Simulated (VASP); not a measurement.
These are PBE GGA with spin-orbit coupling, VASP's PBE PAW potentials (set 64) (plane waves; VASP 6.6.1) values and carry that method's errors.

VASP ran on this input.

File KPOINTS:
```
Automatic mesh
0
Gamma
5 5 5
0 0 0
```

File POSCAR:
```
CeBe2
1
    0.0000000000     3.7642440000     3.7642440000
    3.7642440000     0.0000000000     3.7642440000
    3.7642440000     3.7642440000     0.0000000000
Be Ce
4 2
Direct
  0.1250000000   0.1250000000   0.1250000000
  0.6250000000   0.1250000000   0.1250000000
  0.1250000000   0.6250000000   0.1250000000
  0.1250000000   0.1250000000   0.6250000000
  0.7500000000   0.7500000000   0.7500000000
  0.5000000000   0.5000000000   0.5000000000
```

**INCAR**
```
# general
SYSTEM        = CeBe2
PREC          = Accurate
ENCUT         = 300
LREAL         = F
LASPH         = T

# electronic loop
EDIFF         = 1E-6
NELM          = 100
ALGO          = Normal
LMAXMIX       = 6

# smearing
ISMEAR        = -1
SIGMA         = 0.1

# functional
GGA           = PE
GGA_COMPAT    = F

# spin
MAGMOM        = 14*0.0 1.0 2*0.0 1.0
LSORBIT       = T
LNONCOLLINEAR = T

# ions
ISIF          = 2

# output
LWAVE         = F
LCHARG        = F
LORBIT        = 11
```

POTCAR, in this order: Be Ce (PBE.64 set). Program: vasp_ncl.

At this cut-off the stress carries a Pulay error, which pulls relaxed volumes low.

**Question.** Predict the energy per atom (σ→0), pressure, band gap (on the k-mesh).

**Answer.** 
The energy per atom (σ→0) comes out as -4.392 eV/atom. The band gap (on the k-mesh) is none (metal, semimetal or under 0.01 eV) and the pressure comes out as -9.29 GPa.

File OSZICAR:
```
...
DAV:  38    -0.265218366917E+02   -0.18519E-05   -0.18289E-05  1176   0.247E-03    0.174E-03
DAV:  39    -0.265218383594E+02   -0.16678E-05   -0.16454E-05  1176   0.221E-03    0.186E-03
DAV:  40    -0.265218398302E+02   -0.14708E-05   -0.14679E-05  1176   0.218E-03    0.203E-03
DAV:  41    -0.265218411402E+02   -0.13100E-05   -0.13111E-05  1152   0.199E-03    0.216E-03
DAV:  42    -0.265218423179E+02   -0.11777E-05   -0.11720E-05  1112   0.192E-03    0.230E-03
DAV:  43    -0.265218433670E+02   -0.10491E-05   -0.10479E-05  1088   0.181E-03    0.241E-03
DAV:  44    -0.265218443091E+02   -0.94207E-06   -0.93999E-06  1080   0.176E-03
   1 F= -.26521844E+02 E0= -.26349900E+02  d E =-.343889E+00  mag=    -0.0000     0.0000     0.8115
```

The structure was generated: CeBe2 was put into an ordered model structure, which need not be its known phase. The cell was not relaxed at this level. The run is one of a series of settings (GGA_COMPAT = .FALSE., ISPIN removed, LNONCOLLINEAR = .TRUE., LSORBIT = .TRUE., MAGMOM = 0.0 0.0 0.0 0.0 0.0 0.0 0.0 0.0 0.0 0.0 0.0 0.0 0.0 0.0 1.0 0.0 0.0 1.0, program vasp_ncl against the base run), some of them coarse on purpose. VASP warned that the highest band is occupied, so more bands are needed.
